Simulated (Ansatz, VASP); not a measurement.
**FeSb in two plane-wave programs**

Wanted: the spread between two codes on one cell, functional and k mesh. The cell comes out of the VASP series on this material, whose earlier steps may have relaxed, scaled or displaced it; both programs get it as it stands.

Method: plane waves, with VASP 6.6.1 beside it; zone-centre phonons at PBEsol, DFT+U, in Ansatz 0.2.0.

### 1. Set-up

It takes space group P6_3/mmc (No. 194, hexagonal). The conventional cell has a = 4.236 Å, b = 4.236 Å, c = 5.403 Å, α = 90.00°, β = 90.00°, γ = 120.00°. Fe has 2 Fe at 2.70 Å and 6 Sb at 2.79 Å nearest. Sb has 6 Fe at 2.79 Å nearest. Farther neighbours are not listed.

### 2. VASP: zone-centre phonons, PBEsol, DFT+U

Second derivatives magnify differences that forces hide, and they need a tight electronic threshold.

Lines of VASP's logs that name or quote its potential files are left out, and so is its time.

INCAR

```
SYSTEM = FeSb
PREC = Accurate
ENCUT = 400
EDIFF = 1E-08
NELM = 100
ISMEAR = 1
SIGMA = 0.2
LREAL = .FALSE.
ALGO = Normal
GGA = PS
NBANDS = 21
ISPIN = 2
MAGMOM = 3.347 3.347 -0.129 -0.129
LDAU = .TRUE.
LDAUTYPE = 2
LDAUL = 2 -1
LDAUU = 5 0
LDAUJ = 0 0
LDAUPRINT = 1
LASPH = .TRUE.
LMAXMIX = 4
LORBIT = 11
LWAVE = .FALSE.
LCHARG = .FALSE.
KPAR = 4
IBRION = 6
NFREE = 2
POTIM = 0.015
ISIF = 2
NSW = 1
```

POSCAR

```
FeSb
1.0
    4.2356207301      0.0000000000      0.0000000000
   -2.1178103651      3.6681551531      0.0000000000
    0.0000000000      0.0000000000      5.4033270623
Fe Sb
2 2
Direct
    0.0000000000      0.0000000000      0.0000000000
    0.0000000000      0.0000000000      0.5000000000
    0.3333333333      0.6666666667      0.2500000000
    0.6666666667      0.3333333333      0.7500000000
```

KPOINTS

```
Automatic mesh
0
Gamma
11 11 7
0 0 0
```

PAW data sets: Fe and Sb (PBE family, release 64).

Started as:

```console
> mpirun -np 4 vasp_std
```

Numbers of over 12 decimals in the logs are rounded to 6 here.

Log:

```text
[banner, memory and clock lines left out]
running    4 mpi-ranks, on    1 nodes
 distrk:  each k-point on    1 cores,    4 groups
 distr:  one band on    1 cores,    1 groups

 POSCAR found type information on POSCAR FeSb
 POSCAR found :  2 types and       4 ions
|                                                                             |
|               ----> ADVICE to this user running VASP <----                  |
|                                                                             |
|     You enforced a specific xc type in the INCAR file but a different       |
|     [... a line on the potential file left out ...]
|     I HOPE YOU KNOW WHAT YOU ARE DOING!                                     |
|                                                                             |

 LDA part: xc-table for (Slater+PW92), standard interpolation
 POSCAR, INCAR and KPOINTS ok, starting setup
 FFT: planning ... GRIDC
 FFT: planning ... GRID_SOFT
 FFT: planning ... GRID
 WAVECAR not read
 entering main loop
       N       E                     dE             d eps       ncg     rms          rms(c)
DAV:   1     0.140939791565E+03    0.14094E+03   -0.86984E+03  5376   0.938E+02
DAV:   2    -0.123012523713E+02   -0.15324E+03   -0.14644E+03  5406   0.237E+02
DAV:   3    -0.211572827413E+02   -0.88560E+01   -0.83567E+01  6654   0.694E+01
DAV:   4    -0.213820576912E+02   -0.22477E+00   -0.22398E+00  6440   0.110E+01
DAV:   5    -0.213883547618E+02   -0.62971E-02   -0.62955E-02  6732   0.189E+00    0.196E+01
DAV:   6    -0.214077652053E+02   -0.19410E-01   -0.41218E+01  6647   0.120E+02    0.285E+01
DAV:   7    -0.191218845601E+02    0.22859E+01   -0.12587E+01  6148   0.644E+01    0.716E+00
DAV:   8    -0.194604003905E+02   -0.33852E+00   -0.14074E+00  7428   0.866E+00    0.364E+00
DAV:   9    -0.197470411611E+02   -0.28664E+00   -0.89452E-01  8249   0.728E+00    0.211E+00
DAV:  10    -0.198823598966E+02   -0.13532E+00   -0.13016E-01  7146   0.369E+00    0.129E+00
DAV:  11    -0.199685500687E+02   -0.86190E-01   -0.16316E-01  6994   0.512E+00    0.645E-01
DAV:  12    -0.199763048314E+02   -0.77548E-02   -0.15546E-02  7013   0.170E+00    0.334E-01
DAV:  13    -0.199805365677E+02   -0.42317E-02   -0.41539E-03  7101   0.954E-01    0.120E-01
DAV:  14    -0.199810048248E+02   -0.46826E-03   -0.81366E-04  7224   0.326E-01    0.536E-02
DAV:  15    -0.199810682707E+02   -0.63446E-04   -0.14056E-04  7527   0.149E-01    0.357E-02
DAV:  16    -0.199810866129E+02   -0.18342E-04   -0.32813E-05  7071   0.526E-02    0.108E-02
DAV:  17    -0.199810908121E+02   -0.41992E-05   -0.48704E-06  7748   0.277E-02    0.438E-03
DAV:  18    -0.199810909707E+02   -0.15864E-06   -0.96819E-07  6771   0.118E-02    0.264E-03
DAV:  19    -0.199810908883E+02    0.82428E-07   -0.39171E-07  7465   0.733E-03    0.183E-03
DAV:  20    -0.199810909347E+02   -0.46444E-07   -0.80919E-08  6160   0.450E-03    0.579E-04
DAV:  21    -0.199810909757E+02   -0.40958E-07   -0.10935E-08  3307   0.133E-03    0.238E-04
DAV:  22    -0.199810909939E+02   -0.18205E-07   -0.46752E-09  3153   0.568E-04    0.911E-05
DAV:  23    -0.199810909979E+02   -0.39936E-08   -0.95904E-10  3068   0.321E-04
   1 F= -.19981091E+02 E0= -.19981643E+02  d E =0.165476E-02  mag=     6.3155
[...]
2 F= -.19980527E+02 E0= -.19981079E+02  d E =0.165541E-02  mag=     6.3154
[...]
4 F= -.19980335E+02 E0= -.19980891E+02  d E =0.166592E-02  mag=     6.3155
[...]
5 F= -.19980335E+02 E0= -.19980891E+02  d E =0.166592E-02  mag=     6.3155
[...]
6 F= -.19980479E+02 E0= -.19981032E+02  d E =0.165903E-02  mag=     6.3156
[...]
7 F= -.19980480E+02 E0= -.19981033E+02  d E =0.165884E-02  mag=     6.3155
[...]
8 F= -.19980632E+02 E0= -.19981182E+02  d E =0.165062E-02  mag=     6.3153
 Finite differences progress:
  Degree of freedom:   4/  4
  Displacement:        1/  2
  Total:               7/  8
 bond charge predicted
       N       E                     dE             d eps       ncg     rms          rms(c)
DAV:   1    -0.199800022804E+02    0.62943E-03   -0.19346E-01  7986   0.239E+00    0.215E-01
DAV:   2    -0.199807125662E+02   -0.71029E-03   -0.11399E-02 10509   0.277E+00    0.298E-01
DAV:   3    -0.199806358934E+02    0.76673E-04   -0.11454E-03 10435   0.107E+00    0.628E-02
DAV:   4    -0.199806402376E+02   -0.43442E-05   -0.28953E-04 12198   0.206E-01    0.311E-02
DAV:   5    -0.199806318174E+02    0.84202E-05   -0.10189E-04 11981   0.263E-01    0.163E-02
DAV:   6    -0.199806314837E+02    0.33374E-06   -0.11727E-05 11271   0.954E-02    0.614E-03
DAV:   7    -0.199806316458E+02   -0.16209E-06   -0.56241E-06 11793   0.367E-02    0.591E-03
DAV:   8    -0.199806317305E+02   -0.84781E-07   -0.82485E-07 10732   0.207E-02    0.191E-03
DAV:   9    -0.199806317127E+02    0.17852E-07   -0.19339E-07 11428   0.817E-03    0.480E-04
DAV:  10    -0.199806317164E+02   -0.37230E-08   -0.27582E-08  6333   0.143E-03
   9 F= -.19980632E+02 E0= -.19981182E+02  d E =0.165060E-02  mag=     6.3153
 Finite differences progress:
  Degree of freedom:   4/  4
  Displacement:        2/  2
  Total:               8/  8
```

OUTCAR, selected parts (step 2):

```text
ion  position               nearest neighbor table
   1  0.000  0.000  0.000-   2 2.70   2 2.70   4 2.79   3 2.79   4 2.79   3 2.79   4 2.79   3 2.79

  LATTYP: Found a hexagonal cell.
 ALAT       =     4.2356207301
 C/A-ratio  =     1.2756871794

 Subroutine GETGRP returns: Found 24 space group operations
 (whereof 12 operations were pure point group operations)

The static configuration has the point symmetry D_3d.
 The point group associated with its full space group is D_6h.

 Found     64 irreducible k-points:

   k-points           NKPTS =     64   k-points in BZ     NKDIM =     64   number of bands    NBANDS=     21

   dimension x,y,z NGX =    28 NGY =   28 NGZ =   36
   dimension x,y,z NGXF=    56 NGYF=   56 NGZF=   72

   ENCUT  =  400.0 eV  29.40 Ry    5.42 a.u.   6.91  6.91  8.81*2*pi/ulx,y,z

   NELECT =      26.0000    total number of electrons

 k-points in reciprocal lattice and weights: Automatic mesh
   0.00000000  0.00000000  0.00000000       0.001
   0.09090909  0.00000000  0.00000000       0.007
   0.18181818  0.00000000  0.00000000       0.007
   0.27272727 -0.00000000  0.00000000       0.007
   0.36363636  0.00000000  0.00000000       0.007
   0.45454545  0.00000000  0.00000000       0.007
   0.09090909  0.09090909  0.00000000       0.007
   0.18181818  0.09090909  0.00000000       0.014
   0.27272727  0.09090909  0.00000000       0.014
[...]
0.27272727  0.27272727  0.42857143       0.014
   0.36363636  0.27272727  0.42857143       0.014

atom =   1  type =  1  l = 2

 onsite density matrix

spin component  1

  0.9482 -0.0000 -0.0000  0.0025  0.0000
 -0.0000  0.9472  0.0000 -0.0000  0.0025
 -0.0000  0.0000  0.9329  0.0000  0.0000
  0.0025 -0.0000  0.0000  0.9472 -0.0000
  0.0000  0.0025  0.0000 -0.0000  0.9482

spin component  2

  0.1552  0.0000  0.0000 -0.1043 -0.0000
  0.0000  0.1155 -0.0000 -0.0000 -0.1043
  0.0000 -0.0000  0.8985 -0.0000  0.0000
 -0.1043 -0.0000 -0.0000  0.1155  0.0000
 -0.0000 -0.1043  0.0000  0.0000  0.1552

 occupancies and eigenvectors

  o =  0.0292  v =  0.0000  0.0000  0.0000  0.0000  0.0000  0.5130  0.4575 -0.0000  0.6196  0.3788      0.0000  0.0000  0.0000  0.0000  0.0000  0.0000  0.0000  0.0000  0.0000  0.0000
[...]
12       7.7846     -0.00000
     13       8.2550     -0.00000
     14       9.0988     -0.00000
     15       9.6076     -0.00000
    ...

 k-point     4 :       0.2727   -0.0000    0.0000
  band No.  band energies     occupation
    ...
      6       4.2229      1.00000
      7       4.7175      1.00000
      8       5.7326      1.00000
      9       6.0198      1.00000
     10       6.3139      1.00028
     11       7.5519     -0.00001
     12       7.5523     -0.00001
     13       8.2483     -0.00000
     14       8.8126     -0.00000
     15       9.4244     -0.00000
    ...

 k-point     5 :       0.3636    0.0000    0.0000
  band No.  band energies     occupation
    ...
      6       4.1785      1.00000
      7       4.3278      1.00000
      8       5.3489      1.00000
      9       5.4339      1.00000
     10       6.1242      1.00000
     11       7.2292     -0.01527
     12       7.6504     -0.00000
     13       8.1561     -0.00000
     14       8.6656     -0.00000
     15       9.1014     -0.00000
    ...

 k-point     6 :       0.4545    0.0000    0.0000
  band No.  band energies     occupation
    ...
      6       4.1122      1.00000
      7       4.1517      1.00000
      8       4.5446      1.00000
      9       5.2803      1.00000
     10       6.0243      1.00000
     11       7.0004      0.06510
     12       7.7131     -0.00000
     13       8.0907     -0.00000
     14       8.6283     -0.00000
     15       8.8843     -0.00000
    ...

  Total        0.0074585      0.0074585     -0.0247692     -0.0000000      0.0000000     -0.0000000
  in kB        0.1423435      0.1423435     -0.4727123     -0.0000000      0.0000000     -0.0000000
  external PRESSURE =      -0.0626751 kB  Pullay stress =       0.0000000 kB

  energy-cutoff  :      400.00
  volume of cell :       83.95
      direct lattice vectors                 reciprocal lattice vectors
     4.235620730  0.000000000  0.000000000     0.236092904  0.136308302  0.000000000
    -2.117810365  3.668155153  0.000000000     0.000000000  0.272616604  0.000000000
     0.000000000  0.000000000  5.403327062     0.000000000  0.000000000  0.185071159

 POSITION                                       TOTAL-FORCE (eV/Angst)
 -----------------------------------------------------------------------------------
      0.00000      0.00000      0.00000        -0.000000      0.000000     -0.022006
      0.00000      0.00000      2.70166         0.000000     -0.000000     -0.021891
     -0.00000      2.44544      1.33583         0.000000      0.000000      0.061263
      2.11781      1.22272      4.05250        -0.000000      0.000000     -0.017365
 -----------------------------------------------------------------------------------
    total drift:                                0.000000      0.000000      0.000014

  FREE ENERGIE OF THE ION-ELECTRON SYSTEM (eV)
  ---------------------------------------------------
  free  energy   TOTEN  =       -19.9806317164 eV

  energy  without entropy=      -19.9822823199  energy(sigma->0) =      -19.98118192

 Eigenvectors and eigenvalues of the dynamical matrix
 ----------------------------------------------------

   1 f  =    6.772579 THz    42.553371 2PiTHz  225.908929 cm-1    28.009125 meV
             X         Y         Z           dx          dy          dz
      0.000000  0.000000  0.000000    -0.000000    0.000000   -0.707107
      0.000000  0.000000  2.701664    -0.000000    0.000000    0.707107
     -0.000000  2.445437  1.350832     0.000000   -0.000000    0.000000
      2.117810  1.222718  4.052495     0.000000    0.000000    0.000000

   2 f  =    6.058947 THz    38.069489 2PiTHz  202.104730 cm-1    25.057782 meV
             X         Y         Z           dx          dy          dz
      0.000000  0.000000  0.000000    -0.262204    0.523636    0.000000
      0.000000  0.000000  2.701664    -0.262204    0.523636   -0.000000
     -0.000000  2.445437  1.350832     0.177440   -0.354358    0.000000
      2.117810  1.222718  4.052495     0.177440   -0.354358    0.000000

   3 f  =    6.058947 THz    38.069489 2PiTHz  202.104730 cm-1    25.057782 meV
             X         Y         Z           dx          dy          dz
      0.000000  0.000000  0.000000    -0.523636   -0.262204    0.000000
      0.000000  0.000000  2.701664    -0.523636   -0.262204   -0.000000
     -0.000000  2.445437  1.350832     0.354358    0.177440   -0.000000
      2.117810  1.222718  4.052495     0.354358    0.177440    0.000000

   4 f  =    4.349936 THz    27.331457 2PiTHz  145.098261 cm-1    17.989883 meV
             X         Y         Z           dx          dy          dz
      0.000000  0.000000  0.000000     0.316597   -0.632271    0.000000
      0.000000  0.000000  2.701664    -0.316597    0.632271    0.000000
     -0.000000  2.445437  1.350832     0.000000    0.000000   -0.000000
      2.117810  1.222718  4.052495    -0.000000   -0.000000    0.000000

   5 f  =    4.349936 THz    27.331457 2PiTHz  145.098261 cm-1    17.989883 meV
             X         Y         Z           dx          dy          dz
      0.000000  0.000000  0.000000     0.632271    0.316597    0.000000
      0.000000  0.000000  2.701664    -0.632271   -0.316597    0.000000
     -0.000000  2.445437  1.350832    -0.000000   -0.000000   -0.000000
      2.117810  1.222718  4.052495     0.000000   -0.000000    0.000000

   6 f  =    4.331635 THz    27.216465 2PiTHz  144.487787 cm-1    17.914194 meV
             X         Y         Z           dx          dy          dz
      0.000000  0.000000  0.000000     0.000000   -0.000000    0.586029
      0.000000  0.000000  2.701664    -0.000000    0.000000    0.586029
     -0.000000  2.445437  1.350832     0.000000    0.000000   -0.395689
      2.117810  1.222718  4.052495    -0.000000   -0.000000   -0.395689

   7 f  =    3.243329 THz    20.378436 2PiTHz  108.185806 cm-1    13.413324 meV
             X         Y         Z           dx          dy          dz
      0.000000  0.000000  0.000000    -0.000000    0.000000   -0.000000
      0.000000  0.000000  2.701664     0.000000   -0.000000   -0.000000
     -0.000000  2.445437  1.350832    -0.000000    0.000000   -0.707107
      2.117810  1.222718  4.052495     0.000000   -0.000000    0.707107

   8 f  =    3.226332 THz    20.271644 2PiTHz  107.618865 cm-1    13.343033 meV
             X         Y         Z           dx          dy          dz
      0.000000  0.000000  0.000000     0.000000   -0.000000   -0.000000
      0.000000  0.000000  2.701664     0.000000    0.000000   -0.000000
     -0.000000  2.445437  1.350832     0.316589   -0.632275   -0.000000
      2.117810  1.222718  4.052495    -0.316589    0.632275    0.000000

   9 f  =    3.226332 THz    20.271644 2PiTHz  107.618865 cm-1    13.343033 meV
             X         Y         Z           dx          dy          dz
      0.000000  0.000000  0.000000    -0.000000    0.000000    0.000000
      0.000000  0.000000  2.701664    -0.000000   -0.000000   -0.000000
     -0.000000  2.445437  1.350832     0.632275    0.316589    0.000000
      2.117810  1.222718  4.052495    -0.632275   -0.316589    0.000000

  10 f/i=    0.002287 THz     0.014372 2PiTHz    0.076297 cm-1     0.009460 meV
             X         Y         Z           dx          dy          dz
      0.000000  0.000000  0.000000     0.296720    0.262700   -0.000000
      0.000000  0.000000  2.701664     0.296720    0.262700   -0.000000
     -0.000000  2.445437  1.350832     0.438465    0.388194   -0.000000
      2.117810  1.222718  4.052495     0.438465    0.388194    0.000000

  11 f/i=    0.002287 THz     0.014372 2PiTHz    0.076297 cm-1     0.009460 meV
             X         Y         Z           dx          dy          dz
      0.000000  0.000000  0.000000    -0.262700    0.296720   -0.000000
      0.000000  0.000000  2.701664    -0.262700    0.296720   -0.000000
     -0.000000  2.445437  1.350832    -0.388194    0.438465    0.000000
      2.117810  1.222718  4.052495    -0.388194    0.438465    0.000000

  12 f/i=    0.006160 THz     0.038702 2PiTHz    0.205463 cm-1     0.025474 meV
             X         Y         Z           dx          dy          dz
      0.000000  0.000000  0.000000    -0.000000    0.000000   -0.395689
      0.000000  0.000000  2.701664     0.000000   -0.000000   -0.395689
     -0.000000  2.445437  1.350832    -0.000000    0.000000   -0.586029
      2.117810  1.222718  4.052495     0.000000   -0.000000   -0.586029

 ELASTIC MODULI CONTR FROM IONIC RELAXATION (kBar)
 Direction    XX          YY          ZZ          XY          YZ          ZX
 --------------------------------------------------------------------------------
 XX        -208.7058    208.7058     -0.0000      0.0000      0.0000      0.0000
 YY         208.7058   -208.7058      0.0000      0.0000      0.0000     -0.0000
 ZZ          -0.0000      0.0000     -0.0000     -0.0000      0.0000     -0.0000
 XY           0.0000      0.0000     -0.0000   -208.7058      0.0000     -0.0000
 YZ           0.0000      0.0000      0.0000      0.0000      0.0000      0.0000
 ZX           0.0000     -0.0000     -0.0000     -0.0000      0.0000     -0.0000
 --------------------------------------------------------------------------------

 total charge
# of ion       s       p       d       tot
------------------------------------------
    1        0.383   0.390   6.139   6.912
    2        0.383   0.390   6.139   6.912
    3        1.159   1.270   0.037   2.466
    4        1.159   1.270   0.037   2.466
--------------------------------------------------
tot          3.084   3.322  12.350  18.756

 magnetization (x)
# of ion       s       p       d       tot
------------------------------------------
    1        0.035   0.025   3.286   3.345
    2        0.035   0.025   3.286   3.345
    3        0.022  -0.151   0.001  -0.129
    4        0.022  -0.151   0.001  -0.129
--------------------------------------------------
tot          0.113  -0.253   6.573   6.433
```

A U on the itinerant d states of such a compound is hard to justify; it moves the bands at the Fermi level.

(Part 1 of 2 ends here.)

[Lines on the potential files, build, host, timing and source positions are cut from VASP's logs without a mark.]

[Logs are printed without paths, hosts, clocks, repeated set-up lines and the standing remarks that a program may print on its own settings, such as how far it seeks lower states.]

[Hosts, paths, dates, database ids (printed as entryN), source tags and the programs' standing remarks are cut or masked in the printed files.]
